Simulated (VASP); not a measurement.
A run of VASP 6.6.1 is set up as follows.

The input INCAR:

```
PREC = Normal
ENCUT = 520
EDIFF = 1E-5
ISMEAR = 0
SIGMA = 0.15
LREAL = Auto
LASPH = True
NELM = 80
ALGO = Fast
ISIF = 2
LWAVE = False
LCHARG = False
GGA = PE
NBANDS = 64
```

File KPOINTS:

```
Automatic mesh
0
Gamma
  7 7 2
```

Contents of POSCAR:

```
Ga3BSb2
1.0
    7.5119880000      0.0000000000      0.0000000000
   -1.8779970000      3.2527870000      0.0000000000
    0.0000000000      0.0000000000     10.7742600000
Ga B Sb
6 2 4
Direct
    0.0000000000      0.0000000000      0.6636580000
    0.5000000000      0.0000000000      0.6636580000
    0.3333335000      0.3333330000      0.8330700000
    0.8333335000      0.3333330000      0.8330700000
    0.0000000000      0.0000000000      0.3178210000
    0.5000000000      0.0000000000      0.3178210000
    0.0000000000      0.0000000000      0.1239170000
    0.5000000000      0.0000000000      0.1239170000
    0.1666665000      0.6666670000      0.0508980000
    0.6666665000      0.6666670000      0.0508980000
    0.1666665000      0.6666670000      0.4806130000
    0.6666665000      0.6666670000      0.4806130000
```

Potentials or basis: VASP PAW PBE potentials, release 64 (Ga_d, B, Sb).

The run is started by

```bash
$ cat potpaw_PBE.64/Ga_d/POTCAR potpaw_PBE.64/B/POTCAR potpaw_PBE.64/Sb/POTCAR > POTCAR
$ mpirun -np 1 vasp_std > vasp.out
```

**Question.** What does it give for the pressure?

**Answer.** 0.0 GPa.

**Question.** Estimate the largest force.

**Answer.** 0.084 eV/Å.

**Question.** Estimate the band gap on the k mesh.

**Answer.** None (metal or under the smearing width).

Forces on the atoms (eV/Å):
```
Ga  -0.008 -0.004 -0.034
Ga  -0.008 -0.004 -0.034
Ga   0.006  0.003  0.043
Ga   0.006  0.003  0.043
Ga   0.002  0.001 -0.022
Ga   0.002  0.001 -0.022
B   -0.008 -0.005  0.083
B   -0.008 -0.005  0.083
Sb   0.001  0.001 -0.040
Sb   0.001  0.001 -0.040
Sb   0.007  0.004 -0.029
Sb   0.007  0.004 -0.029
```

Spin-orbit coupling is left out, which matters for the levels of Sb.
